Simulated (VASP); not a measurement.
Computed with r2SCAN meta-GGA, VASP's PBE PAW potentials (set 64) (plane waves; VASP).

A VASP calculation is set up with these files.

### INCAR
```
ALGO = All
EDIFF = 1E-6
ENCUT = 520
ISMEAR = 0
ISPIN = 2
ISYM = 0
LASPH = T
LCHARG = F
LMIXTAU = T
LORBIT = 10
LREAL = F
LWAVE = F
MAGMOM = 2
METAGGA = R2SCAN
NELM = 200
NUPDOWN = 2
PREC = Normal
SIGMA = 0.01
SYSTEM = S atom
```

### KPOINTS
```
kpoints
0
G
1 1 1
0 0 0
```

POSCAR:
```
S atom
13.0
  0.9230769231   0.0000000000   0.0000000000
  0.0000000000   0.9615384615   0.0000000000
  0.0000000000   0.0000000000   1.0000000000
S
1
Cart
  0.0000000000   0.0000000000   0.0000000000
```

POTCAR, in this order: S (PBE.64 set). Program: vasp_gam. Read from the step before: WAVECAR.

Output of the run:

File OUTCAR:
```
 ion  position               nearest neighbor table
   1  0.000  0.000  0.000-
 Subroutine IBZKPT returns following result:
 Found      1 irreducible k-points:

 Following reciprocal coordinates:
            Coordinates               Weight
  0.000000  0.000000  0.000000      1.000000
   k-points           NKPTS =      1   k-points in BZ     NKDIM =      1   number of bands    NBANDS=      8
   number of dos      NEDOS =    301   number of ions     NIONS =      1
   total plane-waves  NPLWV = 392000
   dimension x,y,z NGX =    70 NGY =   70 NGZ =   80
   dimension x,y,z NGXF=   140 NGYF=  140 NGZF=  160
   ions per type =               1
   PREC   = normal    normal or accurate (medium, high low for compatibility)
   ISTART =      1    job   : 0-new  1-cont  2-samecut
   ICHARG =      0    charge: 1-file 2-atom 10-const
   ISPIN  =      2    spin polarized calculation?
   LNONCOLLINEAR =      F non collinear calculations
   LSORBIT =      F    spin-orbit coupling
   INIWAV =      1    electr: 0-lowe 1-rand  2-diag
   ENCUT  =  520.0 eV  38.22 Ry    6.18 a.u.  22.31 23.24 24.17*2*pi/ulx,y,z
   NELM   =    200;   NELMIN=  2; NELMDL=  0     # of ELM steps
   EDIFF  = 0.1E-05   stopping-criterion for ELM
   LREAL  =      F    real-space projection
   NLSPLINE    = F    spline interpolate recip. space projectors
   LMAXMIX     =    2 max onsite mixed and CHGCAR
   VOSKOWN=      0    Vosko Wilk Nusair interpolation
   EDIFFG = 0.1E-04   stopping-criterion for IOM
   NSW    =      0    number of steps for IOM
   NBLOCK =      1;   KBLOCK =      1    inner block; outer block
   IBRION =     -1    ionic relax: 0-MD 1-quasi-New 2-CG
   NFREE  =      0    steps in history (QN), initial steepest desc. (CG)
   ISIF   =      2    stress and relaxation
   ISYM   =      0    0-nonsym 1-usesym 2-fastsym
   TEIN   =    0.0    initial temperature
   TEBEG  =    0.0;   TEEND  =   0.0 temperature during run
   SMASS  =  -3.00    Nose mass-parameter (am)
   PSTRESS=    0.0 pullay stress
   NELECT =       6.0000    total number of electrons
...
```

OSZICAR:
```
       N       E                     dE             d eps       ncg     rms           ort
SDA:   1    -0.462279711692E+01   -0.46228E+01    0.00000E+00     8   0.482E-01   0.000E+00
CGA:   2    -0.463589868165E+01   -0.13102E-01   -0.13078E-01     8   0.854E-02   0.562E-03
CGA:   3    -0.463918593142E+01   -0.32872E-02   -0.32401E-02     8   0.732E-01   0.262E-03
SDA:   4    -0.470890539924E+01   -0.69719E-01   -0.69797E-01     8   0.276E+01   0.458E-02
CGA:   5    -0.495326329236E+01   -0.24436E+00   -0.38717E+00     8   0.206E+00   0.193E+00
CGA:   6    -0.505603782269E+01   -0.10277E+00   -0.10080E+00     8   0.103E+00   0.675E-02
CGA:   7    -0.509336160061E+01   -0.37324E-01   -0.37291E-01     8   0.351E-01   0.164E-03
CGA:   8    -0.510911336482E+01   -0.15752E-01   -0.15756E-01     8   0.137E-01   0.117E-04
CGA:   9    -0.511427361634E+01   -0.51603E-02   -0.51554E-02     8   0.411E-02   0.416E-04
CGA:  10    -0.511600105827E+01   -0.17274E-02   -0.17303E-02     8   0.110E-02  -0.106E-04
CGA:  11    -0.511641420901E+01   -0.41315E-03   -0.41411E-03     8   0.244E-03  -0.218E-05
CGA:  12    -0.511650882302E+01   -0.94614E-04   -0.94200E-04     8   0.494E-04  -0.212E-06
CGA:  13    -0.511652791407E+01   -0.19091E-04   -0.19186E-04     8   0.987E-05   0.385E-06
CGA:  14    -0.511653222472E+01   -0.43107E-05   -0.44027E-05     8   0.285E-05  -0.562E-06
CGA:  15    -0.511653326094E+01   -0.10362E-05   -0.10011E-05     8   0.938E-06   0.616E-06
SDA:  16    -0.511653376809E+01   -0.50716E-06   -0.46629E-06     8   0.609E-06   0.436E-06
   1 F= -.51165338E+01 E0= -.51165338E+01  d E =-.251969E-15  mag=     2.0000
```

File OUTCAR:
```
------------------------ aborting loop because EDIFF is reached ----------------------------------------
  FORCE on cell =-STRESS in cart. coord.  units (eV):
  Direction    XX          YY          ZZ          XY          YZ          ZX
  --------------------------------------------------------------------------------------
  Total       -0.0087532     -0.0055629     -0.0043242      0.0001139     -0.0001588      0.0026428
  in kB       -0.0071919     -0.0045707     -0.0035529      0.0000936     -0.0001304      0.0021714
  external PRESSURE =      -0.0051052 kB  Pullay stress =       0.0000000 kB
  volume of cell :     1950.00
      direct lattice vectors                 reciprocal lattice vectors
    12.000000000  0.000000000  0.000000000     0.083333333  0.000000000  0.000000000
     0.000000000 12.500000000  0.000000000     0.000000000  0.080000000  0.000000000
     0.000000000  0.000000000 13.000000000     0.000000000  0.000000000  0.076923077
 POSITION                                       TOTAL-FORCE (eV/Angst)
 -----------------------------------------------------------------------------------
      0.00000      0.00000      0.00000         0.000000     -0.000001      0.000000
 -----------------------------------------------------------------------------------
    total drift:                                0.000000     -0.000001      0.000000
  FREE ENERGIE OF THE ION-ELECTRON SYSTEM (eV)
  ---------------------------------------------------
  free  energy   TOTEN  =        -5.1165337681 eV

  energy  without entropy=       -5.1165337681  energy(sigma->0) =       -5.11653377

 total charge

# of ion       s       p       d       tot
------------------------------------------
    1        1.390   2.115   0.000   3.504

 magnetization (x)

# of ion       s       p       d       tot
------------------------------------------
    1        0.030   1.103   0.000   1.133
```
(Selected blocks of OUTCAR.)

The atom may not be in its lowest state.

The cell is a free atom in a box.
